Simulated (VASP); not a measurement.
The system is LuCuAs2.

```xyz
8
Lattice="3.8262 0.0000 0.0000 0.0000 3.8262 0.0000 0.0000 0.0000 9.7365" Properties=species:S:1:pos:R:3 pbc="T T T"
Lu    1.9131    0.0000    2.2879
Lu    0.0000    1.9131    7.4486
As    0.0000    1.9131    3.2762
As    1.9131    0.0000    6.4603
As    1.9131    1.9131    0.0000
As    0.0000    0.0000    0.0000
Cu    1.9131    1.9131    4.8682
Cu    0.0000    0.0000    4.8682
```

The cell comes from a database or a generator and needn't be the stable form of this composition.

* Program: VASP 6.6.1
* Task: relaxation of cell and atoms
* Functional: TPSS
* Potentials or basis: VASP PAW PBE potentials, release 64 (Lu, As, Cu)
* Cutoff: 600 eV
* k mesh: 5 × 5 × 3
* Occupations: gaussian, width 0.05 eV
* Spin: no spin polarisation

At the start: pressure -1.3 GPa; volume 17.82 Å³/atom.

Task: How do energy, volume and symmetry change on relaxing?

Result: Over 13 steps the energy falls by 12.2 meV/atom and the volume is 17.18 Å³/atom (-3.6 %); space group P4/nmm (No. 129, to 0.05 Å).

Step by step:
| step | energy change (eV) | largest force (eV/Å) | pressure (GPa) | volume (Å³) |
| --- | --- | --- | --- | --- |
| 1 | 0.0000 | 0.2801 | -1.33 | 142.54 |
| 2 | -0.0742 | 0.2654 | -1.24 | 139.50 |
| 3 | -0.0282 | 0.3720 | 3.75 | 133.42 |
| 4 | -0.0892 | 0.2715 | 0.28 | 137.49 |
| 5 | -0.0964 | 0.0979 | -0.11 | 137.74 |
| 6 | -0.0973 | 0.0260 | -0.34 | 137.86 |
| 7 | -0.0975 | 0.0171 | 0.36 | 137.02 |
| 8 | -0.0979 | 0.0153 | 0.11 | 137.41 |
| 9 | -0.0979 | 0.0139 | -0.03 | 137.49 |
| 10 | -0.0979 | 0.0134 | -0.04 | 137.46 |
| 11 | -0.0979 | 0.0121 | -0.01 | 137.43 |
| 12 | -0.0979 | 0.0116 | 0.01 | 137.42 |
| 13 | -0.0979 | 0.0036 | 0.02 | 137.44 |

Final structure:
```
Lu As Cu
1.0
     3.81976    0.00000    0.00000
     0.00000    3.81976    0.00000
     0.00000    0.00000    9.41971
Lu As Cu
2 4 2
Cartesian
  1.9099 0.0000 2.2171
  0.0000 1.9099 7.2027
  0.0000 1.9099 3.1204
  1.9099 0.0000 6.2993
  1.9099 1.9099 9.4197
  0.0000 0.0000 9.4197
  1.9099 1.9099 4.7099
  0.0000 0.0000 4.7099
```

Caveat: the PAW data sets were made with another functional, which shifts forces and pressure a little.
